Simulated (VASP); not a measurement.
All values below come from PBEsol GGA, VASP's PBE PAW potentials (set 64) (plane waves; VASP 6.6.1).

The input files of a VASP run:

**INCAR**
```
SYSTEM = C2Si6
PREC = Accurate
ENCUT = 520
EDIFF = 1E-7
NELM = 100
ALGO = Normal
LREAL = .FALSE.
LASPH = .TRUE.
ISMEAR = -5
GGA = PS
LWAVE = .FALSE.
LCHARG = .TRUE.
LORBIT = 11
NEDOS = 601
ISIF = 2
LEFG = .TRUE.
```

File POSCAR:
```
C2Si6
1
    5.1096024441     0.1605076698     0.1605076698
    0.1605076698     5.1096024441     0.1605076698
    0.1605076698     0.1605076698     5.1096024441
Si C
6 2
Direct
  0.0328048198   0.9808647139   0.9808647139
  0.2171951802   0.2691352861   0.2691352861
  0.4808647139   0.5328048198   0.9808647139
  0.7691352861   0.7171951802   0.2691352861
  0.4808647139   0.9808647139   0.5328048198
  0.7691352861   0.2691352861   0.7171951802
  0.9452599560   0.4452599560   0.4452599560
  0.3047400440   0.8047400440   0.8047400440
```

KPOINTS:
```
Automatic
0
gamma
7 7 7
0 0 0
```

POTCAR, in this order: Si C (PBE.64 set). Program: vasp_std.

What VASP printed:

OSZICAR:
```
       N       E                     dE             d eps       ncg     rms          rms(c)
DAV:   1     0.918243102053E+02    0.91824E+02   -0.13174E+04  1848   0.128E+03
DAV:   2    -0.455790396579E+02   -0.13740E+03   -0.13034E+03  2454   0.198E+02
DAV:   3    -0.554152545866E+02   -0.98362E+01   -0.95193E+01  2342   0.532E+01
DAV:   4    -0.556899283875E+02   -0.27467E+00   -0.27372E+00  2325   0.103E+01
DAV:   5    -0.556975021334E+02   -0.75737E-02   -0.75927E-02  2354   0.164E+00    0.144E+01
DAV:   6    -0.515227683062E+02    0.41747E+01   -0.23766E+01  2420   0.279E+01    0.784E+00
DAV:   7    -0.512818500319E+02    0.24092E+00   -0.30919E+00  1983   0.105E+01    0.446E+00
DAV:   8    -0.512153700683E+02    0.66480E-01   -0.10614E+00  2258   0.537E+00    0.151E+00
DAV:   9    -0.511652767320E+02    0.50093E-01   -0.23024E-01  2394   0.285E+00    0.380E-01
DAV:  10    -0.511687171845E+02   -0.34405E-02   -0.30449E-02  2158   0.997E-01    0.123E-01
DAV:  11    -0.511688115098E+02   -0.94325E-04   -0.14126E-03  2408   0.210E-01    0.716E-02
DAV:  12    -0.511688178246E+02   -0.63147E-05   -0.94790E-05  2240   0.621E-02    0.514E-02
DAV:  13    -0.511688696088E+02   -0.51784E-04   -0.20047E-04  2179   0.744E-02    0.931E-03
DAV:  14    -0.511688651663E+02    0.44425E-05   -0.19186E-05  2213   0.257E-02    0.656E-03
DAV:  15    -0.511688712856E+02   -0.61192E-05   -0.11941E-06  2488   0.702E-03    0.577E-03
DAV:  16    -0.511688674629E+02    0.38227E-05   -0.49173E-07  2148   0.425E-03    0.281E-03
DAV:  17    -0.511688640939E+02    0.33690E-05   -0.80677E-07  2154   0.471E-03    0.822E-04
DAV:  18    -0.511688647943E+02   -0.70041E-06   -0.37662E-08  1219   0.117E-03    0.200E-04
DAV:  19    -0.511688651861E+02   -0.39178E-06   -0.23863E-08  1184   0.882E-04    0.260E-04
DAV:  20    -0.511688649276E+02    0.25844E-06   -0.33329E-09  1114   0.389E-04    0.125E-04
DAV:  21    -0.511688647951E+02    0.13250E-06   -0.12240E-09  1114   0.193E-04    0.544E-05
DAV:  22    -0.511688647777E+02    0.17420E-07   -0.22339E-10  1089   0.108E-04
   1 F= -.51168865E+02 E0= -.51168865E+02  d E =0.000000E+00
```

OUTCAR:
```
------------------------ aborting loop because EDIFF is reached ----------------------------------------
  FORCE on cell =-STRESS in cart. coord.  units (eV):
  Direction    XX          YY          ZZ          XY          YZ          ZX
  --------------------------------------------------------------------------------------
  Total        0.1453078      0.1453078      0.1453078     -0.1626705     -0.1626705     -0.1626705
  in kB        1.7502446      1.7502446      1.7502446     -1.9593794     -1.9593794     -1.9593794
  external PRESSURE =       1.7502446 kB  Pullay stress =       0.0000000 kB
  volume of cell :      133.02
      direct lattice vectors                 reciprocal lattice vectors
     5.109602444  0.160507670  0.160507670     0.196085139 -0.005972014 -0.005972014
     0.160507670  5.109602444  0.160507670    -0.005972014  0.196085139 -0.005972014
     0.160507670  0.160507670  5.109602444    -0.005972014 -0.005972014  0.196085139
 POSITION                                       TOTAL-FORCE (eV/Angst)
 -----------------------------------------------------------------------------------
      0.48249      5.17453      5.17453        -0.014413      0.023105      0.023105
      1.19618      1.45323      1.45323         0.014413     -0.023105     -0.023105
      2.69998      2.95704      5.17453         0.023105     -0.014413      0.023105
      4.08829      3.83123      1.61374        -0.023105      0.014413     -0.023105
      2.69998      5.17453      2.95704         0.023105      0.023105     -0.014413
      4.08829      1.61374      3.83123        -0.023105     -0.023105      0.014413
      4.97284      2.49829      2.49829         0.017357      0.017357      0.017357
      1.81543      4.28998      4.28998        -0.017357     -0.017357     -0.017357
 -----------------------------------------------------------------------------------
    total drift:                                0.000000     -0.000000      0.000000
  FREE ENERGIE OF THE ION-ELECTRON SYSTEM (eV)
  ---------------------------------------------------
  free  energy   TOTEN  =       -51.1688647777 eV

  energy  without entropy=      -51.1688647777  energy(sigma->0) =      -51.16886478

 total charge

# of ion       s       p       d       tot
------------------------------------------
    1        0.747   0.954   0.000   1.701
    2        0.747   0.954   0.000   1.701
    3        0.747   0.954   0.000   1.701
    4        0.747   0.954   0.000   1.701
    5        0.747   0.954   0.000   1.701
    6        0.747   0.954   0.000   1.701
    7        0.861   1.577   0.000   2.437
    8        0.861   1.577   0.000   2.437
--------------------------------------------------
tot          6.204   8.877   0.000  15.081

 Electric field gradients after diagonalization (V/A^2)
 (convention: |V_zz| > |V_xx| > |V_yy|)
----------------------------------------------------------------------
 ion       V_xx      V_yy      V_zz     asymmetry (V_yy - V_xx)/ V_zz
----------------------------------------------------------------------
   1     -22.877    -2.380    25.257       0.812
   2     -22.877    -2.380    25.257       0.812
   3     -22.877    -2.380    25.257       0.812
   4     -22.877    -2.380    25.257       0.812
   5     -22.877    -2.380    25.257       0.812
   6     -22.877    -2.380    25.257       0.812
   7     -11.662   -11.662    23.324       0.000
   8     -11.662   -11.662    23.324       0.000
```
(Selected blocks of OUTCAR.)

### OUTCAR
```
 val. band max:        5.6957146360   @ k =  -0.4286   0.4286   0.0000

 cond. band min:       5.5857733664   @ k =   0.1429   0.1429   0.1429


 Fermi energy:         5.6610256601

 k-point     1 :       0.0000    0.0000    0.0000
  band No.  band energies     occupation
      1      -7.8208      2.00000
      2      -6.0546      2.00000
      3      -2.4821      2.00000
      4      -2.4821      2.00000
      5      -2.4014      2.00000
      6      -1.8781      2.00000
      7      -1.8781      2.00000
      8       1.6874      2.00000
      9       1.6874      2.00000
     10       2.6160      2.00000
     11       2.6160      2.00000
     12       2.6982      2.00000
     13       3.7281      2.00000
     14       4.0371      2.00000
     15       5.0978      2.00000
     16       5.0978      2.00000
     17       6.5735     -0.00763
     18       7.1814      0.00000
     19       7.1814      0.00000
     20       7.4747      0.00000
     21       7.4747      0.00000

 k-point     2 :       0.1429    0.0000    0.0000
  band No.  band energies     occupation
      1      -7.7433      2.00000
      2      -6.1307      2.00000
      3      -3.0463      2.00000
      4      -2.4375      2.00000
      5      -2.4254      2.00000
      6      -1.8543      2.00000
      7      -1.0822      2.00000
      8       1.4747      2.00000
      9       1.5834      2.00000
     10       2.4464      2.00000
     11       2.5700      2.00000
     12       2.8404      2.00000
     13       3.5050      2.00000
     14       4.1354      2.00000
     15       4.8460      2.00000
     16       4.8601      2.00000
     17       6.4149     -0.00899
     18       7.1198      0.00000
     19       7.5090      0.00000
     20       7.8099      0.00000
     21       8.1390      0.00000

 k-point     3 :       0.2857    0.0000    0.0000
  band No.  band energies     occupation
      1      -7.5194      2.00000
      2      -6.3681      2.00000
      3      -3.5867      2.00000
...
```

For a metal the tetrahedron method with Blöchl corrections gives inexact stress and forces.

The structure was generated: C2Si6 was put into an ordered model structure (R-3m), which need not be its known phase. It was relaxed first, which changed the volume by +9 %.
